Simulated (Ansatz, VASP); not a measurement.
# SnTe: VASP beside Ansatz

Wanted: the spread between two codes on one cell, functional and k mesh. The cell is taken from a series of runs on this material, whose earlier steps may have relaxed, scaled, displaced or heated it; both programs get it as it stands.

Method: plane waves, with VASP 6.6.1 beside it; zone-centre phonons at LDA, in Ansatz 0.2.0.

## 1. The starting structure

The structure is tetragonal, space group I4/mmm (No. 139). The conventional cell has a = 4.411 Å, b = 4.411 Å, c = 6.049 Å, α = 90.00°, β = 90.00°, γ = 90.00°. Nearest to Sn lie 6 Te at 3.02 to 3.12 Å. Te has 6 Sn at 3.02 to 3.12 Å nearest. Farther neighbours and most contacts between anions are not listed.

## 2. Ansatz: zone-centre phonons, LDA

Ansatz runs on its PAW soft_1 files.

Second derivatives magnify differences that forces hide, and they need a tight electronic threshold.

Contents of input.yaml:

```yaml
crystal:
  lattice:
    - [0.0, 3.1193732932, 3.0243098712]
    - [3.1193732932, 0.0, 3.0243098712]
    - [3.1193732932, 3.1193732932, 0.0]
  atoms:
    - { symbol: Sn, position: [0.0, 0.0, 0.0] }
    - { symbol: Te, position: [0.5, 0.5, 0.5] }
kpoints:
  mp_grid: { grid: [12, 12, 12] }
hamiltonian:
  xc: lda
  pseudopotentials: { kind: paw, azcp: { folder: soft_1 }, xc_functional: pbe }
scf:
  occupations: { method: fixed }
output:
  eigenvalues: true
phonons:
  method: dfpt
```

The run is started by

```console
$ ansatz run input.yaml --threads 4 --pin off --max-ram 10240MiB --backend cpu --events-out ev --progress --plain --runs-dir out
```

Numbers of over 12 decimals in the logs are rounded to 6 here.

What it wrote:

```text
zone centre: on kpoints.mp_grid the ground state, and the responses unless they are solved on pairs of k-points, stand on 280 of the mesh's 1728 k-points, reduced under 8 symmetry operations, with k and −k counted as one. Each operation leaves every solved displacement unchanged or reverses it
Engine: ansatz 0.2.0, aarch64-unknown-linux-gnu
Pseudopotentials: kind: paw
Pseudopotential: Sn, paw, valence charge 14, recommended cutoff 420 eV (normal), soft_1/Sn.paw.azcp
Pseudopotential: Te, paw, valence charge 16, recommended cutoff 420 eV (normal), soft_1/Te.paw.azcp
Functional definition: SPW92
  exchange = slater_x
  correlation = pw_c
Crystal: 2 atoms, lattice volume = 58.856 Å³
Basis set: ecut = 420 eV, 1187 PW (Γ), exchange–correlation on 60×60×60 points (8 copies of the dense FFT grid, shifted against one another)
Bands: 19, of which v1, the nominal top of the filled ones, is band 15 counted from 1 (14 counted from 0)
Symmetry: 16 space group operations
k-points: 280 of 1728 (irreducible under 8 space group operations)
Non-local potential: Sn, projectors of the file, l = 0: 2, l = 1: 2, l = 2: 2, l = 3: 1
Non-local potential: Te, projectors of the file, l = 0: 2, l = 1: 2, l = 2: 2, l = 3: 1
PAW form: soft (Blöchl's): semilocal exchange-correlation on the pseudo side does not see the compensation charge
PAW frozen core: Sn, regenerated for the run's functional, and the local potential with it (the file was generated under x = pbe(κ = 0.804, μ = 0.219515), c = pbe(β = 0.066725))
PAW frozen core: Te, regenerated for the run's functional, and the local potential with it (the file was generated under x = pbe(κ = 0.804, μ = 0.219515), c = pbe(β = 0.066725))
PAW one-centre angular grid: Sn, 590 points (default); XC on 64 Gauss nodes
PAW one-centre angular grid: Te, 590 points (default); XC on 64 Gauss nodes
Initial density: superposition of atomic densities (chi_scale 0.1, normalization cell, long waves kept (reshape's long-wave potential 0.00 eV rms))
Initial wavefunctions: pseudopotential atomic-orbital guess
Functional: x = slater, c = lda
SCF iter   1: F=—  HF=-12707.395968 eV  |F-HF|=—  |Δ(HF+E_count)|=         —  Δρ=1.10e-2  dr2=7.22e-2  ethr=3.10e-3  ⟨swp⟩=4.8  Hψ=23615  notcnv=0  defer=520
preconditioner: auto → none  [insulator: Δε(μ)=0.296 eV  Ē_g=16.988 eV  n_scr=14 (ndim 8)  ℏωp=21.6 eV  f_vac=0.000  ε∞_Penn≈2.6]
SCF iter   2: F=—  HF=-12707.383022 eV  |F-HF|=—  |Δ(HF+E_count)|=   1.29e-2  Δρ=4.94e-3  dr2=1.28e-2  ethr=2.41e-4  ⟨swp⟩=2.1  Hψ=8697  notcnv=0  defer=554
SCF iter   3: F=—  HF=-12707.382859 eV  |F-HF|=—  |Δ(HF+E_count)|=   1.64e-4  Δρ=1.26e-3  dr2=1.89e-3  ethr=4.26e-5  ⟨swp⟩=2.5  Hψ=10230  notcnv=0  defer=555
SCF iter   4: F=—  HF=-12707.382314 eV  |F-HF|=—  |Δ(HF+E_count)|=   5.45e-4  Δρ=3.00e-4  dr2=3.74e-5  ethr=6.29e-6  ⟨swp⟩=3.9  Hψ=10328  notcnv=0  defer=555
SCF iter   5: F=—  HF=-12707.382314 eV  |F-HF|=—  |Δ(HF+E_count)|=   5.79e-8  Δρ=4.30e-5  dr2=4.85e-7  ethr=1.25e-7  ⟨swp⟩=2.3  Hψ=7283  notcnv=0  defer=534
SCF iter   6: F=—  HF=-12707.382314 eV  |F-HF|=—  |Δ(HF+E_count)|=   9.13e-7  Δρ=8.11e-6  dr2=1.92e-8  ethr=1.62e-9  ⟨swp⟩=2.2  Hψ=8298  notcnv=0  defer=339
SCF iter   7: F=—  HF=-12707.382314 eV  |F-HF|=—  |Δ(HF+E_count)|=   4.48e-9  Δρ=6.85e-7  dr2=1.42e-10  ethr=6.42e-11  ⟨swp⟩=2.0  Hψ=9126  notcnv=0  defer=339
SCF iter   8: F=-12707.382314 eV  HF=-12707.382314 eV  |F-HF|=1.46e-11  |Δ(HF+E_count)|=  7.64e-11  Δρ=1.63e-7  dr2=1.49e-11  ethr=1.00e-12  ⟨swp⟩=10.5  Hψ=38209  notcnv=0
SCF 1 converged in 8 iterations: F = -12707.382314 eV  dr2 = 1.49e-11
  greatest PAW one-centre occupation: 0.999 electrons in one spin orbital (limit 2), on the Te atom at site 1 (counted from 0), in its partial waves of l = 2
DFPT response loops at Γ: preconditioner auto → Resta (q_TF=auto, 2.438 Å⁻¹)  ε∞=14.3 (no band partly filled); β = 1.00, the filter's whole step (`scf.mixing.beta` (0.50) is not read by the response loops at its default; to damp them type it under 1.00, their step now; it binds the ground state too); Broyden in place of MSR1
SCF converged after 8 iterations
Free energy (F): -12707.382314 eV
Harris-Foulkes:  -12707.382314 eV  (|F-HF|=1.46e-11)
Internal energy: -12707.382314 eV  (E = F + TS)
E sigma→0 (E₀):  -12707.382314 eV
Fermi energy:    10.187211 eV
--- Per-component energies (eV) ---
  E_band       = -336.457446
  E_kinetic    = 342.837350
  E_local      = -2600.366008  (includes V_loc(G=0)·N_el)
  E_nonlocal   = 221.599623
  E_hartree    = 1303.460137
  E_xc         = -248.115771
  E_vxc        = -184.990276  (∫ρ·V_xc dr)
  E_paw        = -8743.207349  (= ΣΔE_a)
  E_vpaw       = -722.458513  (= ΣTr[D̂ρ^β])
  E_aug_tail   = 0.000348  (compensation charges beyond the density's cutoff)
  E_ewald      = -2984.694177
  E_core_change = 1.103533  (= ΣΔE_core)
  E_smearing   = -0.000000  (= −TS)
  E_closure    = -0.000000  (closes the sum)
  Σ components = -12707.382314   (vs F -12707.382314, Δ=0.00e0)
--- Band table (eV; the first three rows and the last of 280) ---
  k-point 0: bands = [... 11 lower, 5.7303, 7.7943, 8.1551, 8.1551, 13.4744, 13.4744, 14.2970, 14.9820]
  k-point 1: bands = [... 11 lower, 5.2974, 7.8992, 8.1562, 8.3948, 13.1303, 13.1359, 13.8954, 14.9617]
  k-point 2: bands = [... 11 lower, 4.4114, 7.9953, 8.1659, 8.9239, 12.4234, 12.4365, 13.1093, 15.0048]
  k-point 279: bands = [... 11 lower, 3.5472, 4.2801, 6.2415, 6.2415, 12.2240, 15.3922, 15.3922, 17.4261]
--- Phonons (Γ-DFPT): 4 representative perturbations + reference, on 280 of 1728 k-points (Σ response iterations 12) ---
  k mesh reduced under 8 symmetry operations, with k and −k counted as one. Each operation leaves every solved displacement unchanged or reverses it
  ASR residual: 1.125e-4 → 0.000e0 eV/Å²; symmetrization residual: 3.849e-6 eV/Å²
  ASR residual per site (eV/Å²): 1.12e-4 1.11e-4
  Γ frequencies (cm⁻¹): 0.00 0.00 0.00 35.83 35.83 67.93
  non-analytic LO–TO correction: not included (Born effective charges unavailable; polar crystals: no LO–TO splitting at Γ)
```

## 3. VASP: zone-centre phonons, LDA

The same cell, functional (in two slightly different forms) and mesh now go to VASP, with its own data sets.

Lines of VASP's logs that name or quote its potential files are left out, and so is its time.

Contents of INCAR:

```
SYSTEM = SnTe
PREC = Accurate
ENCUT = 500
EDIFF = 1E-08
NELM = 120
ISMEAR = 0
SIGMA = 0.01
LREAL = .FALSE.
ALGO = Normal
GGA = CA
NBANDS = 16
LORBIT = 11
LWAVE = .FALSE.
LCHARG = .FALSE.
ISIF = 2
IBRION = 8
LASPH = .TRUE.
GGA_COMPAT = .FALSE.
EFERMI = MIDGAP
KPAR = 2
```

Contents of POSCAR:

```
SnTe
1.0
    0.0000000000      3.1193732932      3.0243098712
    3.1193732932      0.0000000000      3.0243098712
    3.1193732932      3.1193732932      0.0000000000
Sn Te
1 1
Direct
    0.0000000000      0.0000000000      0.0000000000
    0.5000000000      0.5000000000      0.5000000000
```

Contents of KPOINTS:

```
Automatic mesh
0
Gamma
12 12 12
0 0 0
```

Potentials, in the order of the species: Sn_d and Te (LDA family, release 64).

The run is started by

```console
$ mpirun -np 2 vasp_std
```

What it wrote:

```text
[banner, memory and clock lines left out]
running    2 mpi-ranks, on    1 nodes
 distrk:  each k-point on    1 cores,    2 groups
 distr:  one band on    1 cores,    1 groups

 POSCAR found type information on POSCAR SnTe
 POSCAR found :  2 types and       2 ions
 LDA part: xc-table for (Slater(with rela. corr.)+CA(PZ))
 , standard interpolation
 POSCAR, INCAR and KPOINTS ok, starting setup
 FFT: planning ... GRIDC
 FFT: planning ... GRID_SOFT
 FFT: planning ... GRID
 WAVECAR not read
 entering main loop
       N       E                     dE             d eps       ncg     rms          rms(c)
DAV:   1     0.122286711504E+03    0.12229E+03   -0.94739E+03  5272   0.142E+03
DAV:   2     0.124292980325E+01   -0.12104E+03   -0.11840E+03  5744   0.350E+02
DAV:   3    -0.858132192923E+01   -0.98243E+01   -0.97963E+01  6664   0.874E+01
DAV:   4    -0.884461635476E+01   -0.26329E+00   -0.26325E+00  6400   0.158E+01
DAV:   5    -0.885617356974E+01   -0.11557E-01   -0.11557E-01  7760   0.301E+00    0.538E+00
DAV:   6    -0.880936981132E+01    0.46804E-01   -0.90567E-02  7520   0.227E+00    0.339E+00
DAV:   7    -0.880421957501E+01    0.51502E-02   -0.38687E-02  6968   0.112E+00    0.593E-01
DAV:   8    -0.880320946402E+01    0.10101E-02   -0.67197E-03  6616   0.680E-01    0.156E-01
DAV:   9    -0.880324735099E+01   -0.37887E-04   -0.49087E-04  7176   0.206E-01    0.611E-02
DAV:  10    -0.880323281121E+01    0.14540E-04   -0.53641E-05  6752   0.691E-02    0.257E-02
DAV:  11    -0.880323324331E+01   -0.43210E-06   -0.13953E-05  6960   0.345E-02    0.876E-03
DAV:  12    -0.880323292678E+01    0.31652E-06   -0.15462E-06  6608   0.132E-02    0.544E-03
DAV:  13    -0.880323292243E+01    0.43501E-08   -0.30893E-07  7048   0.451E-03    0.412E-03
DAV:  14    -0.880323291568E+01    0.67535E-08   -0.33744E-08  5856   0.891E-04
   1 F= -.88032329E+01 E0= -.88032329E+01  d E =-.327693E-97
 Linear response reoptimize wavefunctions to high precision
DAV:   1    -0.880323291618E+01   -0.50295E-09   -0.26295E-09  6272   0.317E-04
DAV:   2    -0.880323291619E+01   -0.72760E-11   -0.67878E-11  3584   0.610E-05
 Linear response DOF=           4
 Linear response progress:
  Degree of freedom:   1/  4
       N       E                     dE             d eps       ncg     rms          rms(c)
RMM:   1    -0.217167287465E+00   -0.21717E+00    0.37315E-01 10826   0.109E+01
RMM:   2    -0.222726783530E+00   -0.55595E-02   -0.11910E-02 15780   0.882E-01    0.809E-02
RMM:   3    -0.222612301861E+00    0.11448E-03   -0.91978E-04 17317   0.243E-01    0.423E-02
RMM:   4    -0.222382707786E+00    0.22959E-03   -0.80900E-05 17444   0.723E-02    0.841E-03
RMM:   5    -0.222381027851E+00    0.16799E-05   -0.75879E-06 17974   0.222E-02    0.386E-03
RMM:   6    -0.222386262277E+00   -0.52344E-05   -0.12387E-06 17728   0.755E-03    0.132E-03
RMM:   7    -0.222386234110E+00    0.28168E-07   -0.33281E-07 18177   0.294E-03    0.719E-04
RMM:   8    -0.222383172664E+00    0.30614E-05    0.40365E-08 17457   0.130E-03    0.106E-04
RMM:   9    -0.222383419304E+00   -0.24664E-06    0.19350E-07 18599   0.584E-04    0.185E-04
RMM:  10    -0.222383374883E+00    0.44421E-07    0.46776E-07 18988   0.278E-04    0.231E-04
RMM:  11    -0.222383290087E+00    0.84796E-07    0.44965E-07 18446   0.153E-04    0.325E-04
RMM:  12    -0.222383137680E+00    0.15241E-06    0.21068E-07 18831   0.812E-05    0.125E-04
RMM:  13    -0.222383506729E+00   -0.36905E-06    0.10853E-07 17832   0.613E-05    0.544E-04
RMM:  14    -0.222383542245E+00   -0.35516E-07    0.46104E-08 19523   0.347E-05    0.583E-04
RMM:  15    -0.222383285703E+00    0.25654E-06    0.31317E-08 17102   0.384E-05    0.359E-04
RMM:  16    -0.222383004050E+00    0.28165E-06    0.60957E-09 19545   0.384E-05    0.104E-04
RMM:  17    -0.222382938052E+00    0.65999E-07    0.12254E-09 18632   0.223E-05    0.569E-05
RMM:  18    -0.222382875435E+00    0.62617E-07   -0.29710E-09 17807   0.186E-05    0.224E-05
RMM:  19    -0.222382844975E+00    0.30460E-07   -0.57769E-09 17205   0.167E-05    0.445E-06
RMM:  20    -0.222382841402E+00    0.35724E-08   -0.36821E-09 12752   0.149E-05    0.729E-07
 first order change of Fermi-energy   0.96284E-04
 force on displaced ion       1 direction 1 :  -0.372   0.000   0.000
 Linear response progress:
  Degree of freedom:   2/  4
       N       E                     dE             d eps       ncg     rms          rms(c)
RMM:   1    -0.217730443572E+00   -0.21773E+00    0.34581E-01  6326   0.105E+01
RMM:   2    -0.223138675510E+00   -0.54082E-02   -0.11918E-02  9135   0.880E-01    0.102E-01
RMM:   3    -0.222960230950E+00    0.17844E-03   -0.90337E-04 10036   0.243E-01    0.539E-02
RMM:   4    -0.222684390193E+00    0.27584E-03   -0.94412E-05  9934   0.766E-02    0.811E-03
RMM:   5    -0.222690223334E+00   -0.58331E-05   -0.79361E-06 10294   0.231E-02    0.384E-03
RMM:   6    -0.222699838604E+00   -0.96153E-05   -0.15069E-06 10168   0.818E-03    0.117E-03
RMM:   7    -0.222698441893E+00    0.13967E-05   -0.39899E-07 10583   0.323E-03    0.898E-04
RMM:   8    -0.222697146644E+00    0.12952E-05    0.68849E-08 10539   0.138E-03    0.650E-04
RMM:   9    -0.222695594968E+00    0.15517E-05    0.41551E-07 10282   0.695E-04    0.352E-04
RMM:  10    -0.222695420492E+00    0.17448E-06    0.63395E-07 10941   0.358E-04    0.660E-05
RMM:  11    -0.222695477601E+00   -0.57110E-07    0.53067E-07 11136   0.177E-04    0.148E-04
RMM:  12    -0.222695445645E+00    0.31956E-07    0.28008E-07 11082   0.943E-05    0.144E-04
RMM:  13    -0.222695355721E+00    0.89924E-07    0.14398E-07 10325   0.587E-05    0.102E-04
RMM:  14    -0.222695322751E+00    0.32971E-07    0.68737E-08 10433   0.366E-05    0.835E-05
RMM:  15    -0.222695226435E+00    0.96315E-07    0.34986E-08  9931   0.296E-05    0.179E-05
RMM:  16    -0.222695211647E+00    0.14789E-07    0.15666E-08 10328   0.221E-05    0.631E-06
RMM:  17    -0.222695206763E+00    0.48835E-08    0.64526E-09  7549   0.185E-05    0.294E-06
 first order change of Fermi-energy   0.85191E-04
 force on displaced ion       1 direction 3 :   0.000   0.000  -1.131
 Linear response progress:
  Degree of freedom:   3/  4
       N       E                     dE             d eps       ncg     rms          rms(c)
RMM:   1    -0.478398228192E-01   -0.47840E-01    0.61079E-02 19231   0.892E-01
RMM:   2    -0.481059706401E-01   -0.26615E-03   -0.20374E-03 16801   0.225E-01    0.665E-02
RMM:   3    -0.482516136047E-01   -0.14564E-03   -0.17340E-04 17098   0.664E-02    0.473E-02
RMM:   4    -0.484659084631E-01   -0.21429E-03   -0.24667E-05 16834   0.316E-02    0.593E-03
RMM:   5    -0.484753870539E-01   -0.94786E-05   -0.11390E-06 17372   0.785E-03    0.298E-03
RMM:   6    -0.484765781481E-01   -0.11911E-05   -0.93476E-08 17022   0.225E-03    0.791E-04
RMM:   7    -0.484748072378E-01    0.17709E-05   -0.14938E-09 17388   0.494E-04    0.123E-04
RMM:   8    -0.484749347995E-01   -0.12756E-06   -0.48826E-08 16889   0.152E-04    0.420E-05
RMM:   9    -0.484749544314E-01   -0.19632E-07    0.21814E-07 18118   0.565E-05    0.153E-05
RMM:  10    -0.484749725118E-01   -0.18080E-07    0.40917E-07 18226   0.186E-05    0.281E-06
RMM:  11    -0.484749526718E-01    0.19840E-07    0.27343E-08 17002   0.802E-06    0.813E-07
RMM:  12    -0.484749554063E-01   -0.27345E-08   -0.38781E-09 13359   0.543E-06    0.276E-07
 first order change of Fermi-energy  -0.17253E-03
 force on displaced ion       2 direction 1 :  -0.358   0.000   0.000
 Linear response progress:
  Degree of freedom:   4/  4
       N       E                     dE             d eps       ncg     rms          rms(c)
RMM:   1    -0.477402143326E-01   -0.47740E-01    0.66441E-02 11139   0.942E-01
RMM:   2    -0.482016895866E-01   -0.46148E-03   -0.21899E-03  9788   0.236E-01    0.826E-02
RMM:   3    -0.483561901322E-01   -0.15450E-03   -0.17391E-04  9899   0.689E-02    0.579E-02
RMM:   4    -0.486018502791E-01   -0.24566E-03   -0.29926E-05  9784   0.353E-02    0.612E-03
RMM:   5    -0.486039966132E-01   -0.21463E-05   -0.12836E-06 10080   0.859E-03    0.330E-03
RMM:   6    -0.486051509706E-01   -0.11544E-05   -0.10081E-07  9860   0.237E-03    0.813E-04
RMM:   7    -0.486040424545E-01    0.11085E-05    0.13130E-08 10148   0.510E-04    0.137E-04
RMM:   8    -0.486041380285E-01   -0.95574E-07   -0.14878E-07  9739   0.156E-04    0.409E-05
RMM:   9    -0.486041134776E-01    0.24551E-07    0.12064E-07 10592   0.571E-05    0.199E-05
RMM:  10    -0.486041535688E-01   -0.40091E-07    0.36871E-07 10528   0.190E-05    0.307E-06
RMM:  11    -0.486041390583E-01    0.14511E-07    0.38262E-08  9875   0.805E-06    0.104E-06
RMM:  12    -0.486041379976E-01    0.10607E-08   -0.20746E-09  8014   0.534E-06    0.308E-07
 first order change of Fermi-energy  -0.52344E-05
 force on displaced ion       2 direction 3 :   0.000   0.000  -1.117
 Linear response finished
```

[end of part 1 of 2]

[Lines on the potential files, build, host, timing and source positions are cut from VASP's logs without a mark.]

[Logs are printed without paths, hosts, clocks, repeated set-up lines and the standing remarks that a program may print on its own settings, such as how far it seeks lower states.]

[Hosts, paths, dates, database ids (printed as entryN), source tags and the programs' standing remarks are cut or masked in the printed files.]
